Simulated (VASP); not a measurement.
Energy against volume of Mg (hcp). Calculation: r2SCAN meta-GGA, VASP's PBE PAW potentials (set 64) (plane waves; VASP). Run with 520 eV cut-off, 13×13×7 Γ-centred mesh, first-order Methfessel-Paxton smearing of 0.10 eV, potentials Mg.

Shape and ions are relaxed at each volume.

```tsv
V (Å³/atom)	E (eV/atom)
21.730	-4.14099
22.402	-4.14380
23.074	-4.14145
23.746	-4.13465
```

Task: Fit these four points and predict the energy of the run at 21.058 Å³/atom.

Result: A cubic in V^(−2/3), the third-order Birch-Murnaghan form, passes through the four points with V0 = 22.42 Å³/atom and B0 = 41 GPa, and gives -4.1322 eV/atom there. The run gave -4.1322 eV/atom, -0.0 meV/atom from the fit; all five points give B0 = 41 GPa.

The compound is Mg in the hcp structure. It was relaxed first.
